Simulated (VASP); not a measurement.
A VASP calculation is set up with these files.

File KPOINTS:
```
Automatic mesh
0
Gamma
15 15 15
0 0 0
```

### POSCAR
```
ZrN
1.0
  0.0000000000   2.2990220912   2.2990220912
  2.2990220912   0.0000000000   2.2990220912
  2.2990220912   2.2990220912   0.0000000000
Zr N
1 1
Cartesian
  0.0000000000   0.0000000000   0.0000000000
  2.2990220912   2.2990220912   2.2990220912
```

INCAR:
```
SYSTEM  =  ZrN
PREC  =  Accurate; ENCUT  =  520; LREAL  =  .FALSE.
LASPH  =  .TRUE.
EDIFF  =  1E-7; NELM  =  100; ALGO  =  Normal
LMAXMIX  =  4
ISMEAR  =  -5
GGA  =  91
ISIF  =  2
LWAVE  =  .FALSE.; LCHARG  =  .TRUE.; LORBIT  =  11
NEDOS  =  601
```

POTCAR, in this order: Zr_sv N (PBE.64 set). Program: vasp_std.

### Question
Write an equivalent input for Quantum ESPRESSO's pw.x.

### Answer
One equivalent input (not run):
```
&CONTROL
  calculation = 'scf'
  pseudo_dir = './pseudo'
  outdir = './out'
  tprnfor = .true.
  tstress = .true.
/
&SYSTEM
  ibrav = 0
  nat = 2
  ntyp = 2
  ecutwfc = 84
  occupations = 'tetrahedra'
  input_dft = 'pw91'
/
&ELECTRONS
  conv_thr = 7.3e-09
  electron_maxstep = 100
/
ATOMIC_SPECIES
  Zr 91.224 Zr.upf
  N 14.007 N.upf
CELL_PARAMETERS angstrom
     0.0000000    2.2990221    2.2990221
     2.2990221    0.0000000    2.2990221
     2.2990221    2.2990221   -0.0000000
ATOMIC_POSITIONS crystal
  Zr   0.0000000  0.0000000  0.0000000
  N    0.5000000  0.5000000  0.5000000
K_POINTS automatic
  15 15 15 0 0 0
```
The two are equivalent in intent, not identical: the potentials are each code's own (VASP's PAW set, PseudoDojo norm-conserving files in pw.x), so ENCUT and ecutwfc are chosen apart and not converted; conv_thr bounds pw.x's estimated SCF error, while EDIFF bounds the energy change between steps.

The compound is ZrN in the rock salt structure. It was relaxed first.
